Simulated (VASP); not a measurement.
Runs of VASP 6.6.1 on Ge. Symmetry: Fd-3m, No. 227, cubic system. Conventional cell: a = 5.762 Å, b = 5.762 Å, c = 5.762 Å, α = 90.00°, β = 90.00°, γ = 90.00°. Ge (site symmetry -43m) has 4 Ge at 2.50 Å as nearest neighbours. 

| task | cell | gap on the mesh (eV) | pressure (GPa) |
| --- | --- | --- | --- |
| single point | a relaxed cell with its volume scaled by 1.06 | none | (a) |
| band structure | Fd-3m, 23.91 Å³/atom | - | 0.0 |
| single point | a relaxed cell with its volume scaled by 0.91 | 0.31 | 6.7 |
| single point | a relaxed cell with its volume scaled by 1.09 | none | -4.1 |
| single point | Fd-3m, 23.91 Å³/atom | none | 0.0 |
| single point | a relaxed cell with its volume scaled by 0.94 | 0.10 | (b) |
| single point | a relaxed cell with its volume scaled by 1.03 | none | -1.5 |
| relaxation of cell and atoms | relaxed | none | 0.0 |

Alike in all rows: level PBE; potentials or basis VASP PAW PBE potentials, release 64 (Ge_d); no spin polarisation; k mesh 6 × 6 × 6; cutoff (eV) 520; smearing gaussian 0.02 eV.

Question: Estimate the missing entries.

Answer: (a) -2.9; (b) 3.9.

Caveats: this crystal is a semiconductor, whose small gap the functional closes, so the metal is an error of the method (some runs).

A k mesh can miss the band edges, and the runs leave out spin-orbit coupling on Ge.

A gap of «none» marks a metal or a gap under the smearing width.
